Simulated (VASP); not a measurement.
The system is MgC2.

```xyz
3
Lattice="4.1400 0.0000 0.0000 -2.0700 3.5853 0.0000 0.0000 0.0000 2.8869" Properties=species:S:1:pos:R:3 pbc="T T T"
Mg    0.0000    0.0000    0.0000
C     2.0700    1.1951    1.4961
C     0.0000    2.3902    1.3908
```

The cell was built by a generator and needn't be a form met in nature.

- Program: VASP 6.6.1
- Task: relaxation of the atoms
- Functional: LDA
- Potentials or basis: VASP PAW LDA potentials, release 64 (Mg, C)
- Cutoff: 520 eV
- k mesh: 8 × 8 × 9
- Occupations: gaussian, width 0.05 eV
- Spin: no spin polarisation

At the start: pressure -27.3 GPa; volume 14.28 Å³/atom.

**Question.** Where does the relaxation end?

**Answer.** Over 5 steps the energy falls by 3.1 meV/atom; space group P6/mmm (No. 191, to 0.05 Å).

The path:
```
step  energy change (eV)  largest force (eV/Å)  pressure (GPa)
   1              0.0000                0.1750          -27.27
   2             -0.0027                0.1455          -27.28
   3             -0.0080                0.0639          -27.34
   4             -0.0058                0.1046          -27.32
   5             -0.0092                0.0011          -27.35
```

Final structure:
```
Mg C
1.0
     4.13999    0.00000    0.00000
    -2.06999    3.58534    0.00000
     0.00000    0.00000    2.88691
Mg C
1 2
Direct
  0.00000 0.00000 0.00000
  0.66667 0.33333 0.49989
  0.33333 0.66667 0.50011
```
